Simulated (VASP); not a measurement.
KMgF$_{3}$ (cubic perovskite), at 0.96 of the tabulated volume:

```xyz
5
Lattice="3.9361 0.0000 0.0000 0.0000 3.9361 0.0000 0.0000 0.0000 3.9361" Properties=species:S:1:pos:R:3 pbc="T T T"
K      0.0000     0.0000     0.0000
Mg     1.9680     1.9680     1.9680
F      1.9680     0.0000     1.9680
F      0.0000     1.9680     1.9680
F      1.9680     1.9680     0.0000
```

The lowest empty band near Γ, direction [100], from PBE with spin-orbit coupling in VASP (PAW); its two spin partners are averaged. The gap over the points computed is 7.59 eV, and the next band on that side lies 2.53 eV away at the edge.

Run with 520 eV cut-off, 6×6×6 Γ-centred mesh, Gaussian smearing of 0.050 eV, potentials K_sv Mg F.

```json
[
 {"distance from the edge in k (1/Å)": "0.025", "distance in energy (meV)": "4.7"},
 {"distance from the edge in k (1/Å)": "0.035", "distance in energy (meV)": "9.1"},
 {"distance from the edge in k (1/Å)": "0.050", "distance in energy (meV)": "18.5"},
 {"distance from the edge in k (1/Å)": "0.070", "distance in energy (meV)": "36.2"}
]
```

Task: Fit E(1 + αE) = ħ²k²/2m* (ħ²/2m0 = 3.810 eV Å²) and predict the row at 0.095 1/Å.

Result: The rows don't resolve α, so a parabola serves: the electron mass is m* = 0.515 m0, and so 66.7 meV. The run gave 66.4 meV, -0.3 meV from the fit.

Left out are points under 3 meV from the edge, since the levels carry 0.1 meV, and points farther than half the way to the next band.

The compound is KMgF3 in the cubic perovskite structure. The cell was not relaxed at this level.
